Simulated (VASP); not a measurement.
Method: revPBE GGA, VASP's PBE PAW potentials (set 64) (plane waves; VASP 6.6.1).

Input for VASP

**POSCAR**
```
Ti
4.6817470
  0.3157378503  -0.5468740112   0.0000000000
  0.3157378503   0.5468740112   0.0000000000
  0.0000000000   0.0000000000   0.9999999951
Ti
2
direct
  0.3333330000   0.6666670000   0.2500000000
  0.6666670000   0.3333330000   0.7500000000
```

INCAR:
```
SYSTEM = Ti
PREC = Accurate
ENCUT = 520
EDIFF = 1E-7
NELM = 100
ALGO = Normal
LREAL = .FALSE.
LASPH = .TRUE.
ISMEAR = -5
GGA = RE
LMAXMIX = 4
LWAVE = .FALSE.
LCHARG = .TRUE.
LORBIT = 11
NEDOS = 601
ISIF = 2
```

**KPOINTS**
```
Automatic mesh
0
G
 16 16 9
```

POTCAR, in this order: Ti_sv (PBE.64 set). Program: vasp_std.

What VASP printed:

OSZICAR:
```
       N       E                     dE             d eps       ncg     rms          rms(c)
DAV:   1     0.247341365325E+03    0.24734E+03   -0.13634E+04  4808   0.187E+03
DAV:   2     0.116094862654E+02   -0.23573E+03   -0.23460E+03  4928   0.492E+02
DAV:   3    -0.158999402276E+02   -0.27509E+02   -0.27367E+02  9496   0.137E+02
DAV:   4    -0.170488691989E+02   -0.11489E+01   -0.11489E+01  4976   0.295E+01
DAV:   5    -0.171116316962E+02   -0.62762E-01   -0.62761E-01  8104   0.470E+00    0.115E+01
DAV:   6    -0.150269733999E+02    0.20847E+01   -0.80375E+00  5672   0.330E+01    0.289E+00
DAV:   7    -0.150196424505E+02    0.73309E-02   -0.79502E-01  7240   0.773E+00    0.202E+00
DAV:   8    -0.150488397890E+02   -0.29197E-01   -0.22319E-01  5688   0.614E+00    0.692E-01
DAV:   9    -0.150391915652E+02    0.96482E-02   -0.57541E-02  5824   0.269E+00    0.604E-02
DAV:  10    -0.150393616769E+02   -0.17011E-03   -0.22135E-03  7632   0.393E-01    0.817E-02
DAV:  11    -0.150394265588E+02   -0.64882E-04   -0.18619E-04  5488   0.120E-01    0.230E-02
DAV:  12    -0.150394163038E+02    0.10255E-04   -0.38116E-05  7208   0.473E-02    0.790E-03
DAV:  13    -0.150394179956E+02   -0.16918E-05   -0.96425E-07  5912   0.114E-02    0.240E-03
DAV:  14    -0.150394189136E+02   -0.91807E-06   -0.26731E-07  4864   0.528E-03    0.267E-04
DAV:  15    -0.150394190555E+02   -0.14186E-06   -0.43982E-08  3264   0.214E-03    0.138E-04
DAV:  16    -0.150394190748E+02   -0.19257E-07   -0.12503E-08  3080   0.113E-03
   1 F= -.15039419E+02 E0= -.15039419E+02  d E =0.000000E+00
```

**OUTCAR**
```
------------------------ aborting loop because EDIFF is reached ----------------------------------------
  FORCE on cell =-STRESS in cart. coord.  units (eV):
  Direction    XX          YY          ZZ          XY          YZ          ZX
  --------------------------------------------------------------------------------------
  Total       -0.0155497     -0.0155497     -0.0085323      0.0000000      0.0000000     -0.0000000
  in kB       -0.7030160     -0.7030161     -0.3857543      0.0000000      0.0000000     -0.0000000
  external PRESSURE =      -0.5972621 kB  Pullay stress =       0.0000000 kB
  volume of cell :       35.44
      direct lattice vectors                 reciprocal lattice vectors
     1.478204733 -2.560325761  0.000000000     0.338248139 -0.195287650  0.000000000
     1.478204733  2.560325761  0.000000000     0.338248139  0.195287650  0.000000000
     0.000000000  0.000000000  4.681746977     0.000000000  0.000000000  0.213595482
 POSITION                                       TOTAL-FORCE (eV/Angst)
 -----------------------------------------------------------------------------------
      1.47820      0.85344      1.17044         0.000000      0.000000      0.000000
      1.47820     -0.85344      3.51131        -0.000000     -0.000000      0.000000
 -----------------------------------------------------------------------------------
    total drift:                                0.000000      0.001066     -0.000021
  FREE ENERGIE OF THE ION-ELECTRON SYSTEM (eV)
  ---------------------------------------------------
  free  energy   TOTEN  =       -15.0394190748 eV

  energy  without entropy=      -15.0394190748  energy(sigma->0) =      -15.03941907

 total charge

# of ion       s       p       d       tot
------------------------------------------
    1        2.244   6.118   1.857  10.218
    2        2.244   6.118   1.857  10.218
--------------------------------------------------
tot          4.487  12.236   3.714  20.437
```
(Selected blocks of OUTCAR.)

### OUTCAR
```
 val. band max:        8.2481721420   @ k =   0.1250   0.0000   0.0000

 cond. band min:       8.2381581140   @ k =   0.2500   0.1875   0.4444


 Fermi energy:         8.2335604856

 k-point     1 :       0.0000    0.0000    0.0000
  band No.  band energies     occupation
      1     -48.7902      2.00000
      2     -48.6654      2.00000
      3     -25.3061      2.00000
      4     -24.7004      2.00000
      5     -24.7004      2.00000
      6     -24.6469      2.00000
      7     -24.6062      2.00000
      8     -24.6062      2.00000
      9       2.0327      2.00000
     10       5.5682      2.00000
     11       8.9045      0.00000
     12       8.9818      0.00000
     13       8.9818      0.00000
     14       9.0836      0.00000
     15       9.4650      0.00000
     16       9.4650      0.00000

 k-point     2 :       0.0625    0.0000    0.0000
  band No.  band energies     occupation
      1     -48.7867      2.00000
      2     -48.6640      2.00000
      3     -25.2981      2.00000
      4     -24.7168      2.00000
      5     -24.7059      2.00000
      6     -24.6503      2.00000
      7     -24.6233      2.00000
      8     -24.6084      2.00000
      9       2.1407      2.00000
     10       5.6536      2.00000
     11       8.7009     -0.10837
     12       8.7648      0.00000
     13       9.0571      0.00000
     14       9.2554      0.00000
     15       9.4117      0.00000
     16       9.5319      0.00000

 k-point     3 :       0.1250    0.0000    0.0000
  band No.  band energies     occupation
      1     -48.7766      2.00000
      2     -48.6601      2.00000
      3     -25.2747      2.00000
      4     -24.7635      2.00000
      5     -24.7213      2.00000
      6     -24.6714      2.00000
      7     -24.6606      2.00000
      8     -24.6147      2.00000
      9       2.4575      2.00000
     10       5.8914      2.00000
     11       8.2482      1.24716
     12       8.4446     -0.14283
     13       9.2403      0.00000
...
```

For a metal the tetrahedron method with Blöchl corrections gives inexact stress and forces.

The compound is Ti in the hcp structure. It was relaxed first.
